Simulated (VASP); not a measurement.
Output of a VASP run:

### OSZICAR
```
       N       E                     dE             d eps       ncg     rms          rms(c)
DAV:   1     0.718396580865E+02    0.71840E+02   -0.10249E+04  7328   0.117E+03
DAV:   2    -0.783100050499E+01   -0.79671E+02   -0.79150E+02  9058   0.251E+02
DAV:   3    -0.132565244107E+02   -0.54255E+01   -0.53765E+01 14000   0.397E+01
DAV:   4    -0.133369031342E+02   -0.80379E-01   -0.80090E-01  8330   0.569E+00
DAV:   5    -0.133389631156E+02   -0.20600E-02   -0.20565E-02 10912   0.694E-01    0.340E+01
DAV:   6    -0.128273167096E+02    0.51165E+00   -0.70061E-01  7579   0.530E+00    0.201E+01
DAV:   7    -0.127502220291E+02    0.77095E-01   -0.11454E+00 10494   0.589E+00    0.188E+00
DAV:   8    -0.127359714428E+02    0.14251E-01   -0.19069E-01  8525   0.280E+00    0.892E-01
DAV:   9    -0.127363005311E+02   -0.32909E-03   -0.94274E-03 10474   0.679E-01    0.406E-01
DAV:  10    -0.127362188993E+02    0.81632E-04   -0.67552E-04  9845   0.240E-01    0.726E-02
DAV:  11    -0.127362104063E+02    0.84930E-05   -0.15258E-04 11575   0.956E-02    0.264E-02
DAV:  12    -0.127362037410E+02    0.66653E-05   -0.15992E-05  9196   0.402E-02    0.103E-02
DAV:  13    -0.127362063221E+02   -0.25812E-05   -0.22327E-06  9364   0.141E-02    0.425E-03
DAV:  14    -0.127362061576E+02    0.16454E-06   -0.91610E-08  7258   0.282E-03    0.129E-03
DAV:  15    -0.127362060471E+02    0.11054E-06   -0.22905E-08  5781   0.170E-03    0.382E-04
DAV:  16    -0.127362060608E+02   -0.13725E-07   -0.36285E-09  5333   0.423E-04
   1 F= -.12736206E+02 E0= -.12736206E+02  d E =0.000000E+00
```

**OUTCAR**
```
------------------------ aborting loop because EDIFF is reached ----------------------------------------
  FORCE on cell =-STRESS in cart. coord.  units (eV):
  Direction    XX          YY          ZZ          XY          YZ          ZX
  --------------------------------------------------------------------------------------
  Total       -0.0241387     -0.0241387     -0.0339138      0.0000000      0.0000000      0.0000000
  in kB       -0.6244821     -0.6244821     -0.8773698      0.0000000      0.0000000      0.0000000
  external PRESSURE =      -0.7087780 kB  Pullay stress =       0.0000000 kB
  volume of cell :       61.93
      direct lattice vectors                 reciprocal lattice vectors
    -3.034920841  3.034920841  1.680927924     0.000000000  0.164748943  0.297454753
     3.034920841 -3.034920841  1.680927924     0.164748943  0.000000000  0.297454753
     3.034920841  3.034920841 -1.680927924     0.164748943  0.164748943  0.000000000
 POSITION                                       TOTAL-FORCE (eV/Angst)
 -----------------------------------------------------------------------------------
      0.00000      3.03492      0.84046        -0.000000      0.000000      0.000000
      0.00000      0.00000      0.00000         0.000000     -0.000000     -0.000000
 -----------------------------------------------------------------------------------
    total drift:                                0.000000     -0.000000      0.000000
  FREE ENERGIE OF THE ION-ELECTRON SYSTEM (eV)
  ---------------------------------------------------
  free  energy   TOTEN  =       -12.7362060608 eV

  energy  without entropy=      -12.7362060608  energy(sigma->0) =      -12.73620606

 total charge

# of ion       s       p       d       f       tot
--------------------------------------------------
    1        2.284   6.204   1.048   0.010   9.547
    2        2.284   6.204   1.048   0.010   9.547
--------------------------------------------------
tot          4.568  12.409   2.096   0.020  19.093
```
(Selected blocks of OUTCAR.)

POSCAR:
```
Y
1
   -3.0349208415     3.0349208415     1.6809279239
    3.0349208415    -3.0349208415     1.6809279239
    3.0349208415     3.0349208415    -1.6809279239
Y
2
Direct
  0.7500000000   0.2500000000   0.5000000000
  0.0000000000   0.0000000000   0.0000000000
```

**Question.** Write an INCAR and KPOINTS that could have produced this output.

**Answer.** One answer among several that fit: the input of the run itself, PBEsol GGA, plane waves, VASP's PBE PAW potentials (set 64).

### INCAR
```
LCHARG = .TRUE.
LORBIT = 11   # lm-projected
ISIF = 2
GGA = PS   # PBEsol
ENCUT = 400   # plane-wave cut-off (eV)
LWAVE = .FALSE.
LASPH = .TRUE.
LMAXMIX = 4   # l cut-off of mixed one-centre charges
PREC = Accurate
SYSTEM = Y
ISMEAR = -5
NEDOS = 601   # DOS grid
ALGO = Normal   # blocked Davidson
EDIFF = 1E-7
NELM = 100
LREAL = .FALSE.   # projection in real space or not
```

### KPOINTS
```
Automatic
0
Gamma
 14 14 14
0 0 0
```

POTCAR, in this order: Y_sv (PBE.64 set). Program: vasp_std.

For a metal the tetrahedron method with Blöchl corrections gives inexact stress and forces.

The structure was generated: Y was put into the beta-Sn type (I4_1/amd), which need not be its known phase. It was relaxed first, which changed the volume by -11 %.
